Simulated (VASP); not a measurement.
All values below come from PBE GGA, VASP's PBE PAW potentials (set 64) (plane waves; VASP).

Input for VASP

### INCAR
```
ISMEAR=-5
LASPH=.TRUE.   # aspherical one-centre terms
LORBIT=11   # lm-projected
LCHARG=.TRUE.
ALGO=Normal   # blocked Davidson
NELM=100   # most electronic steps
SYSTEM=Li
EDIFF=1E-7   # SCF stop (eV)
LWAVE=.FALSE.
ENCUT=520
LREAL=.FALSE.
NEDOS=601   # DOS grid
ISIF=2   # forces and stress, cell fixed
PREC=Accurate
GGA=PE   # PBE
```

KPOINTS:
```
Automatic mesh
0
Gamma
17 17 17
0 0 0
```

POSCAR:
```
Li
1.0
 -1.7140963321   1.7140963321   1.7140963321
  1.7140963321  -1.7140963321   1.7140963321
  1.7140963321   1.7140963321  -1.7140963321
Li
1
Cartesian
  0.0000000000   0.0000000000   0.0000000000
```

POTCAR, in this order: Li_sv (PBE.64 set). Program: vasp_std.

For a metal the tetrahedron method with Blöchl corrections gives inexact stress and forces.

Task: What does the run give for the energy per atom (σ→0), band gap (on the k-mesh)?

Result: 
| Property | Result |
|---|---|
| energy per atom (σ→0) | -1.904 eV/atom |
| band gap (on the k-mesh) | none (metal, semimetal or under 0.01 eV) |

File OSZICAR:
```
...
DAV:   5    -0.190594620574E+01   -0.41656E-04   -0.41656E-04  2100   0.141E-01    0.209E-01
DAV:   6    -0.190486122804E+01    0.10850E-02   -0.31021E-04  2635   0.107E-01    0.119E-01
DAV:   7    -0.190437545827E+01    0.48577E-03   -0.74365E-04  2830   0.168E-01    0.289E-02
DAV:   8    -0.190437397231E+01    0.14860E-05   -0.89733E-06  1690   0.376E-02    0.132E-03
DAV:   9    -0.190437128128E+01    0.26910E-05   -0.71073E-07  2320   0.114E-02    0.463E-04
DAV:  10    -0.190437011680E+01    0.11645E-05   -0.28687E-08   980   0.222E-03    0.468E-04
DAV:  11    -0.190437018663E+01   -0.69830E-07   -0.68467E-09   860   0.114E-03
   1 F= -.19043702E+01 E0= -.19043702E+01  d E =0.000000E+00
```

The compound is Li in the bcc structure. It was relaxed first, which changed the volume by -5 %.
